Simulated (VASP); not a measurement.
Method: revPBE GGA, VASP's PBE PAW potentials (set 64) (plane waves; VASP).

A VASP calculation is set up with these files.

**POSCAR**
```
MgS
1
    0.0000000000     2.5767200908     2.5767200908
    2.5767200908     0.0000000000     2.5767200908
    2.5767200908     2.5767200908     0.0000000000
Mg S
1 1
Direct
  0.0000000000   0.0000000000   0.0000000000
  0.5000000000   0.5000000000   0.5000000000
```

**INCAR**
```
! general
SYSTEM = MgS
PREC   = Accurate
ENCUT  = 520
LREAL  = .FALSE.
LASPH  = .TRUE.

! electronic loop
EDIFF  = 1E-7   ! SCF stop (eV)
NELM   = 100   ! most electronic steps
ALGO   = Normal   ! blocked Davidson

! smearing
ISMEAR = 0   ! Gaussian
SIGMA  = 0.05

! functional
GGA    = RE   ! revPBE

! ions
ISIF   = 2

! output
LWAVE  = .FALSE.
LCHARG = .FALSE.
```

### KPOINTS
```
Automatic mesh
0
Gamma
9 9 9
0 0 0
```

POTCAR, in this order: Mg S (PBE.64 set). Program: vasp_std.

Output

File OUTCAR:
```
 ion  position               nearest neighbor table
   1  0.000  0.000  0.000-   2 2.58   2 2.58   2 2.58   2 2.58   2 2.58   2 2.58
   2  0.500  0.500  0.500-   1 2.58   1 2.58   1 2.58   1 2.58   1 2.58   1 2.58
  LATTYP: Found a face centered cubic cell.
 ALAT       =     5.1534401816
 Subroutine PRICEL returns:
 Original cell was already a primitive cell.
 Subroutine GETGRP returns: Found 48 space group operations
The static configuration has the point symmetry O_h .
The dynamic configuration has the point symmetry O_h .
 Subroutine INISYM returns: Found 48 space group operations
 Subroutine IBZKPT returns following result:
 Found     35 irreducible k-points:

 Following reciprocal coordinates:
            Coordinates               Weight
  0.000000  0.000000  0.000000      1.000000
  0.111111  0.000000  0.000000      8.000000
  0.222222  0.000000  0.000000      8.000000
  0.333333  0.000000  0.000000      8.000000
  0.444444  0.000000  0.000000      8.000000
  0.111111  0.111111  0.000000      6.000000
  0.222222  0.111111  0.000000     24.000000
  0.333333  0.111111  0.000000     24.000000
  0.444444  0.111111  0.000000     24.000000
 -0.444444  0.111111  0.000000     24.000000
 -0.333333  0.111111  0.000000     24.000000
 -0.222222  0.111111  0.000000     24.000000
 -0.111111  0.111111  0.000000     12.000000
  0.222222  0.222222  0.000000      6.000000
  0.333333  0.222222  0.000000     24.000000
  0.444444  0.222222  0.000000     24.000000
 -0.444444  0.222222  0.000000     24.000000
 -0.333333  0.222222  0.000000     24.000000
 -0.222222  0.222222  0.000000     12.000000
  0.333333  0.333333  0.000000      6.000000
  0.444444  0.333333  0.000000     24.000000
 -0.444444  0.333333  0.000000     24.000000
 -0.333333  0.333333  0.000000     12.000000
  0.444444  0.444444  0.000000      6.000000
 -0.444444  0.444444  0.000000     12.000000
  0.333333  0.222222  0.111111     24.000000
  0.444444  0.222222  0.111111     48.000000
 -0.444444  0.222222  0.111111     48.000000
  0.444444  0.333333  0.111111     24.000000
 -0.444444  0.333333  0.111111     48.000000
 -0.333333  0.333333  0.111111     48.000000
 -0.222222  0.333333  0.111111     24.000000
 -0.444444  0.444444  0.111111     24.000000
 -0.333333  0.444444  0.111111     24.000000
 -0.333333  0.444444  0.222222     24.000000
   k-points           NKPTS =     35   k-points in BZ     NKDIM =     35   number of bands    NBANDS=      8
   number of dos      NEDOS =    301   number of ions     NIONS =      2
   total plane-waves  NPLWV =  21952
   dimension x,y,z NGX =    28 NGY =   28 NGZ =   28
   dimension x,y,z NGXF=    56 NGYF=   56 NGZF=   56
   ions per type =               1   1
   PREC   = accura    normal or accurate (medium, high low for compatibility)
   ISTART =      0    job   : 0-new  1-cont  2-samecut
   ICHARG =      2    charge: 1-file 2-atom 10-const
   ISPIN  =      1    spin polarized calculation?
   LNONCOLLINEAR =      F non collinear calculations
   LSORBIT =      F    spin-orbit coupling
   INIWAV =      1    electr: 0-lowe 1-rand  2-diag
   ENCUT  =  520.0 eV  38.22 Ry    6.18 a.u.   6.78  6.78  6.78*2*pi/ulx,y,z
   NELM   =    100;   NELMIN=  2; NELMDL= -5     # of ELM steps
   EDIFF  = 0.1E-06   stopping-criterion for ELM
   LREAL  =      F    real-space projection
   NLSPLINE    = F    spline interpolate recip. space projectors
   LMAXMIX     =    2 max onsite mixed and CHGCAR
   VOSKOWN=      0    Vosko Wilk Nusair interpolation
   EDIFFG = 0.1E-05   stopping-criterion for IOM
   NSW    =      0    number of steps for IOM
   NBLOCK =      1;   KBLOCK =      1    inner block; outer block
   IBRION =     -1    ionic relax: 0-MD 1-quasi-New 2-CG
...
```

### OSZICAR
```
       N       E                     dE             d eps       ncg     rms          rms(c)
DAV:   1     0.227908029267E+02    0.22791E+02   -0.38529E+03   592   0.821E+02
DAV:   2    -0.738428060014E+01   -0.30175E+02   -0.28155E+02   728   0.107E+02
DAV:   3    -0.837519707980E+01   -0.99092E+00   -0.99092E+00   768   0.259E+01
DAV:   4    -0.837949592354E+01   -0.42988E-02   -0.42988E-02   840   0.184E+00
DAV:   5    -0.837949884715E+01   -0.29236E-05   -0.29236E-05   760   0.503E-02    0.507E+00
DAV:   6    -0.803671021955E+01    0.34279E+00   -0.84907E-01   576   0.469E+00    0.404E+00
DAV:   7    -0.799947749477E+01    0.37233E-01   -0.25121E-01   720   0.277E+00    0.256E+00
DAV:   8    -0.800163241296E+01   -0.21549E-02   -0.15696E-02   656   0.109E+00    0.942E-01
DAV:   9    -0.800151143370E+01    0.12098E-03   -0.48453E-04   672   0.187E-01    0.282E-01
DAV:  10    -0.800158234308E+01   -0.70909E-04   -0.18835E-04   808   0.101E-01    0.576E-02
DAV:  11    -0.800157551428E+01    0.68288E-05   -0.34453E-05   680   0.305E-02    0.107E-02
DAV:  12    -0.800157566817E+01   -0.15389E-06   -0.10381E-06   736   0.848E-03    0.919E-04
DAV:  13    -0.800157569088E+01   -0.22714E-07   -0.49066E-08   472   0.192E-03
   1 F= -.80015757E+01 E0= -.80015757E+01  d E =-.472045E-16
```

File OUTCAR:
```
------------------------ aborting loop because EDIFF is reached ----------------------------------------
  FORCE on cell =-STRESS in cart. coord.  units (eV):
  Direction    XX          YY          ZZ          XY          YZ          ZX
  --------------------------------------------------------------------------------------
  Total        1.0665486      1.0665486      1.0665486      0.0000000     -0.0000000      0.0000000
  in kB       49.9412634     49.9412634     49.9412634      0.0000000     -0.0000000      0.0000000
  external PRESSURE =      49.9412634 kB  Pullay stress =       0.0000000 kB
  volume of cell :       34.22
      direct lattice vectors                 reciprocal lattice vectors
     0.000000000  2.576720091  2.576720091    -0.194045136  0.194045136  0.194045136
     2.576720091  0.000000000  2.576720091     0.194045136 -0.194045136  0.194045136
     2.576720091  2.576720091  0.000000000     0.194045136  0.194045136 -0.194045136
 POSITION                                       TOTAL-FORCE (eV/Angst)
 -----------------------------------------------------------------------------------
      0.00000      0.00000      0.00000         0.000000      0.000000      0.000000
      2.57672      2.57672      2.57672        -0.000000     -0.000000     -0.000000
 -----------------------------------------------------------------------------------
    total drift:                                0.000000      0.000000      0.000000
  FREE ENERGIE OF THE ION-ELECTRON SYSTEM (eV)
  ---------------------------------------------------
  free  energy   TOTEN  =        -8.0015756909 eV

  energy  without entropy=       -8.0015756909  energy(sigma->0) =       -8.00157569
```
(Selected blocks of OUTCAR.)

The compound is MgS in the rock salt structure. This cell is one point of a volume scan, at 0.94 of the reference volume.
